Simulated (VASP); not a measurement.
Computed with PBEsol GGA, VASP's PBE PAW potentials (set 64) (plane waves; VASP).

VASP ran on this input.

INCAR:
```
LASPH=T
LWAVE=F
EDIFF=1E-6   ! SCF stop (eV)
LDIPOL=T
LREAL=F
NELM=100
DIPOL=0.5 0.5 0.5
ENCUT=400
NELMIN=4
LORBIT=11
IDIPOL=3
PREC=Normal
LMAXMIX=6   ! l cut-off of mixed one-centre charges
GGA=PS   ! PBEsol
SIGMA=0.1   ! width (eV)
ISMEAR=1
ALGO=Normal   ! blocked Davidson
LVHAR=T
LCHARG=F
SYSTEM=Hf(100) slab
```

KPOINTS:
```
Automatic mesh
0
gamma
  6 9 1
0 0 0
```

POSCAR:
```
Hf(100) slab
1
    4.9922144260     0.0000000000     0.0000000000
    0.0000000000     3.1575338446     0.0000000000
    0.0000000000     0.0000000000    25.7853557677
Hf
8
Direct
  0.2500000000   0.5000000000   0.3604606177
  0.7500000000   0.0000000000   0.3280274629
  0.2500000000   0.0000000000   0.4649860044
  0.7500000000   0.5000000000   0.4292040726
  0.2500000000   0.5000000000   0.5707959274
  0.7500000000   0.0000000000   0.5350139956
  0.2500000000   0.0000000000   0.6719725371
  0.7500000000   0.5000000000   0.6395393823
```

POTCAR, in this order: Hf_pv (PBE.64 set). Program: vasp_std. Read from the step before: WAVECAR.

The resulting files:

**OUTCAR**
```
 ion  position               nearest neighbor table
   1  0.250  0.500  0.360-   4 3.06   4 3.06   2 3.07   2 3.07   2 3.07   2 3.07   3 3.12   3 3.12
  LATTYP: Found a simple orthorhombic cell.
 ALAT       =     3.1575338446
 B/A-ratio  =     1.5810485878
 C/A-ratio  =     8.1662959248
 Subroutine PRICEL returns:
 Original cell was already a primitive cell.
 Subroutine GETGRP returns: Found  8 space group operations
The static configuration has the point symmetry C_2h.
 The point group associated with its full space group is D_2h.
The dynamic configuration has the point symmetry C_2h.
 Subroutine INISYM returns: Found  8 space group operations
 Subroutine IBZKPT returns following result:
 Found     20 irreducible k-points:

 Following reciprocal coordinates:
            Coordinates               Weight
  0.000000  0.000000  0.000000      1.000000
  0.166667  0.000000  0.000000      2.000000
  0.333333  0.000000  0.000000      2.000000
  0.500000  0.000000  0.000000      1.000000
  0.000000  0.111111  0.000000      2.000000
  0.166667  0.111111  0.000000      4.000000
  0.333333  0.111111  0.000000      4.000000
...
```

### OSZICAR
```
       N       E                     dE             d eps       ncg     rms          rms(c)
DAV:   1    -0.799942708453E+02   -0.79994E+02   -0.17079E-03  2544   0.138E-01    0.357E-01
DAV:   2    -0.799964895073E+02   -0.22187E-02   -0.18953E-02  2648   0.485E-01    0.106E+00
DAV:   3    -0.799938572240E+02    0.26323E-02   -0.80142E-03  2720   0.327E-01    0.153E-01
DAV:   4    -0.799938792233E+02   -0.21999E-04   -0.27772E-04  2456   0.408E-02    0.963E-02
DAV:   5    -0.799938696606E+02    0.95627E-05   -0.44532E-05  2224   0.186E-02    0.554E-02
DAV:   6    -0.799938694946E+02    0.16599E-06   -0.45555E-06  1944   0.832E-03
   1 F= -.79993869E+02 E0= -.79989442E+02  d E =-.132811E-01
```

**OUTCAR**
```
------------------------ aborting loop because EDIFF is reached ----------------------------------------
  FORCE on cell =-STRESS in cart. coord.  units (eV):
  Direction    XX          YY          ZZ          XY          YZ          ZX
  --------------------------------------------------------------------------------------
  Total       -2.6508405     -5.0896510     -0.0548215      0.0000000      0.0000000      0.0000000
  in kB      -10.4491220    -20.0624614     -0.2160962      0.0000000      0.0000000      0.0000000
  external PRESSURE =     -10.2425599 kB  Pullay stress =       0.0000000 kB
  volume of cell :      406.46
      direct lattice vectors                 reciprocal lattice vectors
     4.992214426  0.000000000  0.000000000     0.200311909  0.000000000  0.000000000
     0.000000000  3.157533845  0.000000000     0.000000000  0.316702860  0.000000000
     0.000000000  0.000000000 25.785355768     0.000000000  0.000000000  0.038781703
 POSITION                                       TOTAL-FORCE (eV/Angst)
 -----------------------------------------------------------------------------------
      1.24805      1.57877      9.29461         0.000000     -0.000000      0.002285
      3.74416      0.00000      8.45830        -0.000000     -0.000000     -0.006731
      1.24805      0.00000     11.98983         0.000000     -0.000000     -0.011985
      3.74416      1.57877     11.06718        -0.000000     -0.000000     -0.007569
      1.24805      1.57877     14.71818         0.000000      0.000000      0.007569
      3.74416      0.00000     13.79553        -0.000000      0.000000      0.011985
      1.24805      0.00000     17.32705         0.000000     -0.000000      0.006731
      3.74416      1.57877     16.49075        -0.000000     -0.000000     -0.002285
 -----------------------------------------------------------------------------------
    total drift:                                0.000000     -0.000000      0.000000
  FREE ENERGIE OF THE ION-ELECTRON SYSTEM (eV)
  ---------------------------------------------------
  free  energy   TOTEN  =       -79.9938694946 eV

  energy  without entropy=      -79.9805884009  energy(sigma->0) =      -79.98944246

 total charge

# of ion       s       p       d       tot
------------------------------------------
    1        0.410   6.337   1.604   8.351
    2        0.428   6.230   1.576   8.234
    3        0.405   6.399   1.601   8.404
    4        0.407   6.418   1.621   8.446
    5        0.407   6.418   1.621   8.446
    6        0.405   6.399   1.601   8.404
    7        0.428   6.230   1.576   8.234
    8        0.410   6.337   1.604   8.351
--------------------------------------------------
tot          3.302  50.766  12.803  66.871
```
(Selected blocks of OUTCAR.)

The cell is a thin slab with vacuum, built from Hf (hcp): (100) face.
